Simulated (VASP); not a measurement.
Data:

```
HfSi
1.0
    0.00000     3.08880     3.08880
    3.08880     0.00000     3.08880
    3.08880     3.08880     0.00000
Hf Si
1 1
Direct
  0.00000   0.00000   0.00000
  0.50000   0.50000   0.50000
```

All values below come from PBEsol GGA, VASP's PBE PAW potentials (set 64) (plane waves; VASP 6.6.1). Settings: 400 eV cut-off, 9×9×9 Γ-centred mesh, first-order Methfessel-Paxton smearing of 0.10 eV, potentials Hf_pv Si.

Energy and stress use the plane-wave basis of the starting cell.

Q: The ions, cell shape and volume are relaxed. Give the cell that the relaxation ends in.

A: 
```
HfSi
1.0
    0.00000     2.64820     2.64820
    2.64820     0.00000     2.64820
    2.64820     2.64820     0.00000
Hf Si
1 1
Direct
  0.00000   0.00000   0.00000
  0.50000   0.50000   0.50000
```
Space group Fm-3m (225), at a tolerance of 0.03 Å.

Q: How do energy and volume change from the first to the last step?

A: The energy (σ→0) changes by -1167.8 meV/atom and the volume by -37.0 %, in 7 ionic steps.

The structure was generated: HfSi was put into the rock salt type (Fm-3m), which need not be its known phase. This run relaxes it. Symmetry was kept, so distortions that lower it aren't found.
